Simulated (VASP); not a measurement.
Method: PBEsol GGA, VASP's PBE PAW potentials (set 64) (plane waves; VASP).

VASP ran on this input.

**KPOINTS**
```
Regular mesh
0
Gamma
 8 8 8
0 0 0
```

File POSCAR:
```
HfO2
1.0
  0.0000000000   2.5160800000   2.5160800000
  2.5160800000   0.0000000000   2.5160800000
  2.5160800000   2.5160800000   0.0000000000
Hf O
1 2
Direct
  0.0343930000  -0.0113290000  -0.0384870000
  0.7581300000   0.7800770000   0.7320350000
  0.2074780000   0.2312510000   0.3064530000
```

### INCAR
```
! general
SYSTEM  = HfO2
PREC    = Accurate
ENCUT   = 400
LREAL   = .FALSE.
LASPH   = .TRUE.

! electronic loop
EDIFF   = 1E-6
NELM    = 100
ALGO    = Normal
LMAXMIX = 6

! smearing
ISMEAR  = 0
SIGMA   = 0.02

! functional
GGA     = PS

! ions
ISIF    = 2

! output
LWAVE   = .FALSE.
LCHARG  = .FALSE.
```

POTCAR, in this order: Hf_pv O (PBE.64 set). Program: vasp_std.

Output

### OSZICAR
```
       N       E                     dE             d eps       ncg     rms          rms(c)
DAV:   1     0.803549413602E+02    0.80355E+02   -0.11307E+04  7832   0.119E+03
DAV:   2    -0.334419908850E+02   -0.11380E+03   -0.11131E+03  9956   0.288E+02
DAV:   3    -0.362499744742E+02   -0.28080E+01   -0.28061E+01  9907   0.462E+01
DAV:   4    -0.362641446219E+02   -0.14170E-01   -0.14169E-01 10103   0.356E+00
DAV:   5    -0.362642694136E+02   -0.12479E-03   -0.12479E-03  9662   0.290E-01    0.597E+01
DAV:   6    -0.312329457700E+02    0.50313E+01   -0.25832E+01  8661   0.369E+01    0.473E+01
DAV:   7    -0.311139529700E+02    0.11899E+00   -0.77784E-01 10292   0.819E+00    0.282E+01
DAV:   8    -0.310857368747E+02    0.28216E-01   -0.12801E-01 10558   0.379E+00    0.453E+00
DAV:   9    -0.310786435181E+02    0.70934E-02   -0.24947E-02  9333   0.144E+00    0.181E+00
DAV:  10    -0.310784463486E+02    0.19717E-03   -0.27295E-03 10474   0.430E-01    0.967E-02
DAV:  11    -0.310784567006E+02   -0.10352E-04   -0.15605E-04  8850   0.110E-01    0.957E-02
DAV:  12    -0.310784616831E+02   -0.49825E-05   -0.99933E-06 10243   0.283E-02    0.313E-02
DAV:  13    -0.310784611238E+02    0.55927E-06   -0.18716E-06  7295   0.121E-02
   1 F= -.31078461E+02 E0= -.31078461E+02  d E =-.888848E-51
```

**OUTCAR**
```
------------------------ aborting loop because EDIFF is reached ----------------------------------------
  FORCE on cell =-STRESS in cart. coord.  units (eV):
  Direction    XX          YY          ZZ          XY          YZ          ZX
  --------------------------------------------------------------------------------------
  Total        0.0328195      0.3524504      1.3129184      2.4434694     -0.9514875     -1.2647449
  in kB        1.6505886     17.7257742     66.0305610    122.8893222    -47.8531294    -63.6077704
  external PRESSURE =      28.4689746 kB  Pullay stress =       0.0000000 kB
  volume of cell :       31.86
      direct lattice vectors                 reciprocal lattice vectors
     0.000000000  2.516080000  2.516080000    -0.198721821  0.198721821  0.198721821
     2.516080000  0.000000000  2.516080000     0.198721821 -0.198721821  0.198721821
     2.516080000  2.516080000  0.000000000     0.198721821  0.198721821 -0.198721821
 POSITION                                       TOTAL-FORCE (eV/Angst)
 -----------------------------------------------------------------------------------
      4.90682      2.50578      2.57411         1.920800      1.669939     -1.138257
      3.80459      3.74937      3.87025        -0.003369      0.443674     -2.363443
      1.35291      1.29309      1.10388        -1.917432     -2.113613      3.501700
 -----------------------------------------------------------------------------------
    total drift:                               -0.000545     -0.000349      0.000092
  FREE ENERGIE OF THE ION-ELECTRON SYSTEM (eV)
  ---------------------------------------------------
  free  energy   TOTEN  =       -31.0784611238 eV

  energy  without entropy=      -31.0784611238  energy(sigma->0) =      -31.07846112
```
(Selected blocks of OUTCAR.)

At this cut-off the stress carries a Pulay error, which pulls relaxed volumes low.

The structure comes from a computed database's HfO2 entry; how it stands against other phases isn't given here. The cell was not relaxed at this level, atoms are displaced from their ideal sites.
